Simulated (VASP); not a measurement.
# Lattice constant a of hcp metals: LDA against PBE

VASP (plane waves, PAW); cells keep the symmetry of their structure type. Static lattice, each level at its own minimum.

Here x stands for PBE a and y for LDA less PBE.

| solid | PBE a (Å) | LDA less PBE (Å) | cut-off (eV) |
|---|---|---|---|
| Ru | 2.718 | -0.039 | 520 |
| Mg | 3.197 | -0.070 | 520 |
| Hf | 3.204 | -0.085 | 520 |
| Sc | 3.322 | -0.085 | 520 |
| Tl | 3.630 | -0.175 | 520 |
| Y | 3.655 | ? | 520 |

Using a straight line, estimate the missing y at x = 3.655 from the other rows, showing the fit.

With u = x - 3.21, the rows have u = -0.49200, -0.01300, -0.00600, 0.11200, 0.42000. Means: u 0.0042000, y -0.0908. About the means, the sum of products is -0.060505 and the sum of squares of u is 0.43112; the slope is their ratio. Least squares gives y = -0.0902 - 0.1403·u. Residuals (row less fit): -0.0178, 0.0184, 0.0044, 0.0209, -0.0259; standard error 0.0244 (degrees of freedom: 3). The slope is -0.140 with a standard error of 0.037. At the withheld row, u = 0.44500, so y = -0.0902 - 0.1403 × 0.44500 = -0.1526 Å. The calculation gives -0.126 Å, 0.0266 Å above the prediction (19.6 % of the range of y in the table). The row lies outside the fitted rows, so this is an extrapolation. From the scatter of the fitted rows alone, a prediction at this place has a standard error of 0.0313 Å, so the miss is 0.8 times that.

The rows are a random draw from the solids of this series computed here; series whose standard error about the line passes 12 to 30 % of the range of y, or with no trend, aren't shown in this form.
